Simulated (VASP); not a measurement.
C:

```
C
1.0
     2.46100    0.00000    0.00000
    -1.23050    2.13129    0.00000
     0.00000    0.00000    8.04960
C
4
Direct
  0.00000 0.00000 0.25000
  0.33333 0.66667 0.25000
  0.00000 0.00000 0.75000
  0.66667 0.33333 0.75000
```

The cell was built by a generator and needn't be a form met in nature.

Base run:

| Item | Value |
| --- | --- |
| Program | VASP 6.6.1 |
| Functional | SCAN |
| Dispersion | rVV10 |
| Potentials or basis | VASP PAW PBE potentials, release 64 (C) |
| Cutoff | 520 eV |
| k mesh | 16 × 16 × 4 |
| Occupations | fermi-dirac, width 0.05 eV |
| Spin | no spin polarisation |

Its results: band gap on the k mesh 1.06 eV, direct; pressure -2.9 GPa.

**Question.** After a change of settings the same cell gave: band gap on the k mesh 1.06 eV, direct; pressure -1.6 GPa. Which change was it?
A. functional from SCAN to r2SCAN
B. functional from SCAN to rev-vdW-DF2; dispersion from rVV10 to none
C. functional from SCAN to PBE; dispersion from rVV10 to MBD
D. functional from SCAN to PBE; dispersion from rVV10 to TS

**Answer.** A.

Caveats: the PAW data sets were made with another functional, which shifts forces and pressure a little.

Not every run made on this cell is shown here.
